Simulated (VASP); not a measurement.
```xyz
3
Lattice="1.9090 -3.3064 0.0000 1.9090 3.3064 0.0000 0.0000 0.0000 6.0204" Properties=species:S:1:pos:R:3 pbc="T T T"
Sn     0.0000     0.0000     0.0000
Se     1.9090     1.1022     1.5684
Se     1.9090    -1.1022     4.4520
```

Calculation: optB88-vdW, VASP's PBE PAW potentials (set 64) (plane waves; VASP). Settings: 520 eV cut-off, 7×7×4 Γ-centred mesh, Gaussian smearing of 0.050 eV, potentials Sn_d Se.

Problem. The ions and cell shape at fixed volume are relaxed. Which structure does the run end with?

Solution. 
```xyz
3
Lattice="1.9331 -3.3482 0.0000 1.9331 3.3482 0.0000 0.0000 0.0000 5.8712" Properties=species:S:1:pos:R:3 pbc="T T T"
Sn     0.0000     0.0000     5.8712
Se     1.9331     1.1161     1.5989
Se     1.9331    -1.1161     4.2723
```
Space group P-3m1 (164), at a tolerance of 0.03 Å.

Problem. How much energy does the relaxation gain?

Solution. The energy (σ→0) changes by -10.9 meV/atom, in 8 ionic steps.

```csv
step,E(σ→0) (eV),max force (eV/Å),pressure (GPa),volume (Å³)
1,-5.2386,0.490,4.16,76.00
2,-5.2559,0.244,3.34,76.00
3,-5.2616,0.004,2.56,76.00
4,-5.2677,0.009,2.33,76.00
5,-5.2712,0.015,2.02,76.00
6,-5.2712,0.015,2.00,76.00
7,-5.2712,0.015,1.99,76.00
8,-5.2712,0.001,1.94,76.00
```

The compound is SnSe2 in the 1T layered structure. This cell is one point of a volume scan, at 0.94 of the reference volume. Symmetry was kept, so distortions that lower it aren't found.
